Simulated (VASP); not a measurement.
Here is the system:

```yaml
crystal:
  lattice:
    - [4.90891, 2.44976, 2.44976]
    - [2.44976, 4.90891, 2.44976]
    - [2.44976, 2.44976, 4.90891]
  atoms:
    - { symbol: Mn, position: [0.00000, 0.00000, 0.00000], spin: 3.7 }
    - { symbol: Mn, position: [0.50000, 0.50000, 0.50000], spin: -3.7 }
    - { symbol: S, position: [0.25000, 0.25000, 0.25000] }
    - { symbol: S, position: [0.75000, 0.75000, 0.75000] }
```

Computed with LDA (Ceperley-Alder, Perdew-Zunger), VASP's LDA PAW potentials (set 64) (plane waves; VASP). Run with 520 eV cut-off, Gaussian smearing of 0.050 eV, potentials Mn_pv S.

Question: What does the run give for the cell moment, band gap (along the path) with the smallest direct gap where there is one?

Answer: 
```yaml
band gap (along the path): none (metal, semimetal or under 0.01 eV)
cell_moment: 0.00 μB
```

The absolute energy has meaning only against runs of the same code, potentials and settings.

The compound is MnS in the rock salt, AFM-II order structure. It was relaxed first, which changed the volume by -17 %.
